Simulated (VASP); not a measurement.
OSZICAR of a VASP run on NbPd3 (atoms displaced from the space group 139 structure):

**OSZICAR**
```
       N       E                     dE             d eps       ncg     rms          rms(c)
DAV:   1     0.248875017376E+03    0.24888E+03   -0.16467E+04  4400   0.113E+03
DAV:   2    -0.224265961716E+02   -0.27130E+03   -0.26693E+03  5327   0.385E+02
DAV:   3    -0.344020440964E+02   -0.11975E+02   -0.11808E+02  7385   0.697E+01
DAV:   4    -0.348060750211E+02   -0.40403E+00   -0.40259E+00  5957   0.120E+01
DAV:   5    -0.348204768579E+02   -0.14402E-01   -0.14383E-01  7402   0.239E+00    0.152E+01
DAV:   6    -0.328423054101E+02    0.19782E+01   -0.61497E+00  7109   0.180E+01    0.651E+00
DAV:   7    -0.327259911738E+02    0.11631E+00   -0.18263E+00  5265   0.967E+00    0.351E+00
DAV:   8    -0.326349342144E+02    0.91057E-01   -0.48342E-01  7343   0.509E+00    0.187E+00
DAV:   9    -0.326268913260E+02    0.80429E-02   -0.50806E-02  6357   0.196E+00    0.326E-01
DAV:  10    -0.326259328564E+02    0.95847E-03   -0.89114E-03  5363   0.101E+00    0.146E-01
DAV:  11    -0.326258315079E+02    0.10135E-03   -0.68528E-04  6054   0.258E-01    0.589E-02
DAV:  12    -0.326258269523E+02    0.45556E-05   -0.74808E-05  6201   0.773E-02    0.926E-03
DAV:  13    -0.326258269836E+02   -0.31342E-07   -0.73871E-06  5709   0.262E-02
   1 F= -.32625827E+02 E0= -.32594326E+02  d E =-.630025E-01
```

Which electronic solver shows in the log?

It is blocked Davidson (ALGO = Normal, or the opening steps of other solvers). The INCAR had ALGO = Normal.

Can the final energy be trusted as converged?

The run converged. It stopped with EDIFF = 1E-6, NELM = 100 (LDA (Ceperley-Alder, Perdew-Zunger), plane waves, VASP's LDA PAW potentials (set 64)).

The structure comes from a measured NbPd3 entry of the Crystallography Open Database, whose conditions weren't checked. The cell was not relaxed at this level, atoms are displaced from their ideal sites. The k-mesh is coarse (spacing up to 0.36 per Å, 2π included), so the numbers may not be converged in it. The run is one of a series of settings (GGA removed, POTCAR Nb_sv Pd (LDA.64 set) against the base run), some of them coarse on purpose. The electron count is odd and the run is not spin-polarised, which forces a metal.
